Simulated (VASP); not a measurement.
VN (rock salt): the bulk modulus from VASP (plane waves, PAW) at several levels of theory. Static lattice, third-order Birch-Murnaghan fit over five volumes.

| level | bulk modulus (GPa) |
|---|---|
| LDA | 365 |
| PBE | 314 |
| PBEsol | 343 |

The cell of the LDA run:

```yaml
crystal:
  lattice:
    - [0.00000, 2.02386, 2.02386]
    - [2.02386, 0.00000, 2.02386]
    - [2.02386, 2.02386, 0.00000]
  atoms:
    - { symbol: V, position: [0.00000, 0.00000, 0.00000] }
    - { symbol: N, position: [0.50000, 0.50000, 0.50000] }
```

Only levels that ran to the end are used. Left out are those held back, those with too coarse a band path, GW runs whose mesh misses a band edge, hybrids' fits of cells that aren't cubic and levels without matching references; a question may draw on a part of the rest.

The compound is VN in the rock salt structure, which distorts at low temperature.
